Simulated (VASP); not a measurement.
Write the native input for VASP 6.6.1 that does the following.

```
Task                   : single point
Functional             : PBEsol
Potentials or basis    : VASP PAW PBE potentials, release 64 (Mn_pv, In_d, As)
Cutoff                 : 350 eV
k mesh                 : 2 × 2 × 2
Occupations            : gaussian, width 0.03 eV
Spin                   : collinear spin, zero start
Starting moments       : [0.0, 0.0, 0.0, 0.0, 0.0, 0.0, 0.0, 0.0, 0.0, 0.0, 0.0, 0.0, 0.0, 0.0, 0.0, 0.0, 0.0, 0.0, 0.0, 0.0, 0.0, 0.0, 0.0, 0.0] μB
Fixed moment           : 0 μB
Hubbard terms          : Mn d U = 3.5 eV
Dq                     : 0
Further INCAR settings : LREAL = Auto; ALGO = Normal; EDIFF = 1e-05; NBANDS = 130
```

The structure of MnIn11As12 (a cell with a defect) lies in POSCAR:

```
MnIn11As12
1.0
    0.0000000000      9.0870000000      9.0870000000
    6.0580000000      0.0000000000      6.0580000000
    6.0580000000      6.0580000000      0.0000000000
Mn In As
1 11 12
Direct
    0.0000000000      0.0000000000      0.0000000000
    0.0000000000      0.0000000000      0.5000000000
    0.0000000000      0.5000000000      0.0000000000
    0.0000000000      0.5000000000      0.5000000000
    0.3333330000      0.0000000000      0.0000000000
    0.3333330000      0.0000000000      0.5000000000
    0.3333330000      0.5000000000      0.0000000000
    0.3333330000      0.5000000000      0.5000000000
    0.6666670000      0.0000000000      0.0000000000
    0.6666670000      0.0000000000      0.5000000000
    0.6666670000      0.5000000000      0.0000000000
    0.6666670000      0.5000000000      0.5000000000
    0.0833333333      0.1250000000      0.1250000000
    0.0833333333      0.1250000000      0.6250000000
    0.0833333333      0.6250000000      0.1250000000
    0.0833333333      0.6250000000      0.6250000000
    0.4166663333      0.1250000000      0.1250000000
    0.4166663333      0.1250000000      0.6250000000
    0.4166663333      0.6250000000      0.1250000000
    0.4166663333      0.6250000000      0.6250000000
    0.7500003333      0.1250000000      0.1250000000
    0.7500003333      0.1250000000      0.6250000000
    0.7500003333      0.6250000000      0.1250000000
    0.7500003333      0.6250000000      0.6250000000
```

One way to write it, as run:

INCAR

```
PREC     = Accurate       # precision mode
ENCUT    = 350            # plane-wave cutoff, eV
EDIFF    = 1E-5           # SCF threshold, eV
ISMEAR   = 0              # smearing method
SIGMA    = 0.03           # smearing width, eV
LREAL    = Auto         
LASPH    = T              # aspherical terms in the spheres
NELM     = 120            # most SCF steps
ALGO     = Normal         # electronic algorithm
ISIF     = 2              # what is computed and relaxed
LWAVE    = F              # write WAVECAR
LCHARG   = F              # write CHGCAR
ISPIN    = 2              # spin polarisation
MAGMOM   = 0 0 0 0 0 0 0 0 0 0 0 0 0 0 0 0 0 0 0 0 0 0 0 0 # initial moments
LORBIT   = 11             # projections on sites
NUPDOWN  = 0              # fixed moment
LMAXMIX  = 4              # l up to which the mixer works
LDAU     = T              # DFT+U
LDAUTYPE = 2            
LDAUL    = 2 -1 -1        # shell
LDAUU    = 3.5 0 0        # U, eV
LDAUJ    = 0 0 0        
LDAUPRINT= 1            
GGA      = PS             # functional
NBANDS   = 130            # bands
```

KPOINTS

```
Automatic mesh
0
Gamma
  2 2 2
```

Potentials or basis: VASP PAW PBE potentials, release 64 (Mn_pv, In_d, As).

Launch:

```bash
$ cat potpaw_PBE.64/Mn_pv/POTCAR potpaw_PBE.64/In_d/POTCAR potpaw_PBE.64/As/POTCAR > POTCAR
$ mpirun -np 1 vasp_std > vasp.out
```

Results of the run:

* Pressure: -0.6 GPa
* Largest force: 1.506 eV/Å
* Net moment: 0.00 μB per cell
* Site moments: Mn -0.04; In +0.00; As +0.00 μB
* Valence electrons inside the program's atomic spheres: Mn 11.41; In 11.47, 11.46; As 2.78, 2.81, 2.80

Caveat: the k mesh is coarse (spacing up to 0.45 Å⁻¹), so the values aren't converged; the PAW data sets were made with another functional, which shifts forces and pressure a little; the total moment is fixed, so each spin has its own Fermi level; the U is typed as a test and isn't derived for this compound.

Wall time 25 min on 1 thread of Intel(R) Xeon(R) Platinum 8559C (Emerald Rapids) (shared host), peak memory 0.92 GiB.
